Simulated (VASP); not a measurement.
The cell holds one ZnF2 (rutile) (110) slab, with vacuum along c, ions free to move until forces fall under 0.03 eV/Å, no reconstruction beyond this cell, dipole correction on. Ionisation potential and electron affinity count from the cell's own band edges, surface states included.

Given:

```
ZnF2
1.0
    3.14275     0.00000     0.00000
    0.00000     6.67797     0.00000
    0.00000     0.00000    25.08729
F Zn
12 6
Direct
  0.00000   0.50000   0.31676
  0.00000   0.00000   0.44795
  0.50000   0.81549   0.36075
  0.50000   0.18451   0.36075
  0.00000   0.50000   0.41948
  0.00000   0.50000   0.58052
  0.50000   0.30036   0.50000
  0.50000   0.69964   0.50000
  0.00000   0.00000   0.55205
  0.50000   0.81549   0.63925
  0.50000   0.18451   0.63925
  0.00000   0.50000   0.68324
  0.00000   0.00000   0.36924
  0.50000   0.50000   0.36212
  0.00000   0.50000   0.50000
  0.50000   0.00000   0.50000
  0.00000   0.00000   0.63076
  0.50000   0.50000   0.63788
```

Computed with PBEsol GGA, VASP's PBE PAW potentials (set 64) (plane waves; VASP). Numerical set-up: 450 eV cut-off, 6×3×1 Γ-centred mesh, Gaussian smearing of 0.050 eV, potentials F Zn.

Slab and bulk use different k-meshes, so the surface energy is good to a few per cent at best.

Q: Predict its surface energy, ionisation potential, electron affinity.

A: 
The surface energy comes out as 0.49 J/m^2 and the ionisation potential is 8.05 eV. The electron affinity is 5.06 eV.

The cell is a thin slab with vacuum, built from ZnF2 (rutile): (110) face.
